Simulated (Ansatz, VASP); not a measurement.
# Two plane-wave programs on Be3F2

```
Be F
1.0
     2.40350    1.38766    1.92651
    -2.40350    1.38766    1.92651
     0.00000   -2.77532    1.92651
Be F
3 2
Direct
  0.24677 0.75323 0.00000
  0.00000 0.24677 0.75323
  0.75323 0.00000 0.24677
  0.25788 0.25788 0.25788
  0.74212 0.74212 0.74212
```

Change from the starting cell: species swapped into the Ni3Se2 type (R32, No. 155).

Alike in both runs: task single point; functional PBE; k mesh 6 × 6 × 6; occupations gaussian, width 0.1 eV; no spin polarisation.

|  | VASP | Ansatz |
| --- | --- | --- |
| version | VASP 6.6.1 | Ansatz 0.2.0 |
| potentials or method | VASP PAW PBE potentials, release 64 (Be, F) | scalar-relativistic, plane waves, PAW |
| plane-wave cutoff (eV) | 520 | 420 |
| valence electrons in the cell | 20 | 20 |

VASP gave:

| Quantity | Value |
| --- | --- |
| gap on the k mesh at the Fermi level (eV) | none |
| rms of the force components (eV/Å) | 1.375 |

Problem. Estimate Ansatz's values.

Solution. gap on the k mesh at the Fermi level (eV): none; rms of the force components (eV/Å): 1.366.

Atom by atom the forces differ by 0.009 eV/Å (rms over components). A gap of «none» marks a metal or a gap that the smearing closes.

Caveats: forces of over 1 eV/Å show positions far from the minimum, so gaps and moduli don't describe the material at rest.
